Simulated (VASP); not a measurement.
```
TlCl
1.0
    4.09841     0.00000     0.00000
    0.00000     4.09841     0.00000
    0.00000     0.00000     4.09841
Tl Cl
1 1
Cartesian
  0.00000   0.00000   0.00000
  2.04920   2.04920   2.04920
```

Calculation: PBE GGA with D3 dispersion (zero damping), VASP's PBE PAW potentials (set 64) (plane waves; VASP). Settings: 520 eV cut-off, Gaussian smearing of 0.050 eV, potentials Tl_d Cl.

Unless said otherwise, spin-orbit coupling is left out, though it shifts the bands of the heavy elements here.

Task: Give the energies of bands 7 to 13 at the high-symmetry points, in eV from the valence-band maximum.

Result: 
```
band      Γ      X      M      R
----  -----  -----  -----  -----
7     -4.18  -4.49  -3.21  -2.46
8     -0.73  -0.46  -1.79  -1.14
9     -0.73  -0.46  -1.79  -1.14
10    -0.73   0.00  -0.40  -1.14
11     7.05   2.48   4.66   3.11
12     7.05   6.38   4.66   3.11
13     7.05   6.38   7.59   3.11
```

The gap is direct, 2.48 eV, from the valence maximum at X to the conduction minimum at X.

The compound is TlCl in the CsCl type structure. It was relaxed first, which changed the volume by +22 %.
